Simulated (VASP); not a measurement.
Calculation: PBEsol GGA, VASP's PBE PAW potentials (set 64) (plane waves; VASP).

A VASP calculation is set up with these files.

### INCAR
```
! general
SYSTEM  = La2O3
PREC    = Accurate
ENCUT   = 620
LREAL   = .False.
LASPH   = .True.

! electronic loop
EDIFF   = 1E-6
NELM    = 100
ALGO    = Normal
LMAXMIX = 6

! smearing
ISMEAR  = 0
SIGMA   = 0.05

! functional
GGA     = PS

! ions
IBRION  = 2
NSW     = 40
ISIF    = 3
EDIFFG  = -0.02
PSTRESS = 450

! output
LWAVE   = .False.
LCHARG  = .False.
```

File KPOINTS:
```
kpoints
0
gamma
 7 7 5
0 0 0
```

**POSCAR**
```
La2O3
1.0
  1.8825375037  -3.2606426704   0.0000000000
  1.8825375037   3.2606426704   0.0000000000
  0.0000000000   0.0000000000   5.1081397891
La O
2 3
Cart
  1.8825375037   1.0868830639   1.1455696733
  1.8825375037  -1.0868830639   3.9625701158
  3.7650750074   0.0000000000   5.1081397891
  1.8825375037   1.0868830639   3.3832090467
  1.8825375037  -1.0868830639   1.7249307424
```

POTCAR, in this order: La O (PBE.64 set). Program: vasp_std.

Task: What will the output report for the number of irreducible k-points (NKPTS), largest plane-wave count, number of space-group operations, FFT grid (NGX, NGY, NGZ)?

Result: 
```
Property                                      Result
--------------------------------------  ------------
number of irreducible k-points (NKPTS)            32
largest plane-wave count                        2229
number of space-group operations                  12
FFT grid (NGX, NGY, NGZ)                32 × 32 × 42
```

The compound is La2O3 in the a-type structure. It was relaxed first under an external pressure of 45 GPa.
